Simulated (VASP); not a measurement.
Here is the system:

```xyz
4
Lattice="3.7775 0.0000 0.0000 0.0000 3.7775 0.0000 0.0000 0.0000 3.7775" Properties=species:S:1:pos:R:3 pbc="T T T"
Cu     0.0000     1.8887     1.8887
Cu     1.8887     0.0000     1.8887
Cu     1.8887     1.8887     0.0000
Au     0.0000     0.0000     0.0000
```

Method: PBE GGA, VASP's PBE PAW potentials (set 64) (plane waves; VASP). Settings: 400 eV cut-off, 9×9×9 Γ-centred mesh, tetrahedra with Blöchl corrections, potentials Cu Au.

The cores are frozen, which limits the accuracy of field gradients.

Question: Give the principal components of the electric field gradient (V/Å²) and the asymmetry η at each nucleus.

Answer: 
```
atom   Vxx   Vyy   Vzz     η
----  ----  ----  ----  ----
Cu1   -9.2  -9.2  18.4  0.00
Cu2   -9.2  -9.2  18.4  0.00
Cu3   -9.2  -9.2  18.4  0.00
Au4    0.0   0.0   0.0     -
```

The compound is Cu3Au in the L1_2 structure. It was relaxed first.
